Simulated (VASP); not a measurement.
An input for Ansatz (written as the equivalent of a VASP run, and not itself run):

Ansatz 0.2 input:
```yaml
crystal:
  lattice:
    - [3.1361100, 0.0000000, 0.0000000]
    - [0.0000000, 3.1361100, 0.0000000]
    - [0.0000000, 0.0000000, 3.6630700]
  atoms:
    - { symbol: Zr, position: [0.5000000, 0.5000000, 0.5000000] }
    - { symbol: Ir, position: [0.0000000, 0.0000000, 0.0000000] }
kpoints:
  mp_grid: { grid: [11, 11, 9] }
hamiltonian:
  xc: pbesol
  pseudopotentials: { kind: paw }
scf:
  occupations: { method: methfessel_paxton, width: 0.1 }
  max_iter: 100
relax:
  max_steps: 60
  f_tol: 0.01
  cell: {}
output: { forces: true, stress: true, eigenvalues: true }
```

**Question.** Write the VASP files for the same calculation (PBEsol).

**Answer.** This is not unique; one that fits is 
**INCAR**
```
ALGO = Normal
EDIFF = 1E-6
EDIFFG = -0.01
ENCUT = 400
GGA = PS
IBRION = 2
ISIF = 3
ISMEAR = 1
LASPH = .True.
LCHARG = .False.
LMAXMIX = 6
LREAL = .False.
LWAVE = .False.
NELM = 100
NSW = 60
PREC = Accurate
SIGMA = 0.1
SYSTEM = ZrIr
```

### KPOINTS
```
Automatic
0
gamma
 11 11 9
0 0 0
```

**POSCAR**
```
ZrIr
1
    3.1361100000     0.0000000000     0.0000000000
    0.0000000000     3.1361100000     0.0000000000
    0.0000000000     0.0000000000     3.6630700000
Zr Ir
1 1
Direct
  0.5000000000   0.5000000000   0.5000000000
  0.0000000000   0.0000000000   0.0000000000
```

POTCAR, in this order: Zr_sv Ir (PBE.64 set). Program: vasp_std.

The two are equivalent in intent, not identical: each code has its own PAW files, so the cut-off isn't converted (ENCUT is set for VASP's; basis.ecutwfc is left out, and Ansatz then takes the one that its files recommend); Ansatz stops its SCF on the density residual and VASP on the energy change (EDIFF).

The structure comes from a computed database's ZrIr entry (P4/mmm); how it stands against other phases isn't given here. This run relaxes it. Symmetry was kept, so distortions that lower it aren't found.
